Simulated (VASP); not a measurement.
VASP input:

### INCAR
```
ALGO  =  Normal
EDIFF  =  1E-6
EDIFFG  =  -0.01
ENCUT  =  400
GGA  =  PS
IBRION  =  2
ISIF  =  3
ISMEAR  =  1
LASPH  =  T
LCHARG  =  F
LMAXMIX  =  4
LREAL  =  F
LWAVE  =  F
NELM  =  100
NSW  =  60
PREC  =  Accurate
SIGMA  =  0.1
SYSTEM  =  Zn
```

**KPOINTS**
```
Automatic mesh
0
Gamma
14 14 7
0 0 0
```

POSCAR:
```
Zn
1.0
  1.3196373551  -2.2856793617   0.0000000000
  1.3196373551   2.2856793617   0.0000000000
  0.0000000000   0.0000000000   4.6419544499
Zn
2
Cartesian
  1.3196373551   0.7618946444   1.1604886125
  1.3196373551  -0.7618946444   3.4814658374
```

POTCAR, in this order: Zn (PBE.64 set). Program: vasp_std.

Problem. Translate this PBEsol calculation to Ansatz.

Solution. One equivalent input (not run):
Ansatz 0.2 input:
```yaml
crystal:
  lattice:
    - [1.3196374, -2.2856794, 0.0000000]
    - [1.3196374, 2.2856794, 0.0000000]
    - [0.0000000, 0.0000000, 4.6419544]
  atoms:
    - { symbol: Zn, position: [0.3333330, 0.6666670, 0.2500000] }
    - { symbol: Zn, position: [0.6666670, 0.3333330, 0.7500000] }
kpoints:
  mp_grid: { grid: [14, 14, 7] }
hamiltonian:
  xc: pbesol
  pseudopotentials: { kind: paw }
scf:
  occupations: { method: methfessel_paxton, width: 0.1 }
  max_iter: 100
relax:
  max_steps: 60
  f_tol: 0.01
  cell: {}
output: { forces: true, stress: true, eigenvalues: true }
```
The two are equivalent in intent, not identical: each code has its own PAW files, so the cut-off isn't converted (ENCUT is set for VASP's; basis.ecutwfc is left out, and Ansatz then takes the one that its files recommend); Ansatz stops its SCF on the density residual and VASP on the energy change (EDIFF).

The compound is Zn in the hcp structure. This run relaxes it. Symmetry was kept, so distortions that lower it aren't found. The start is the result of an earlier pass.
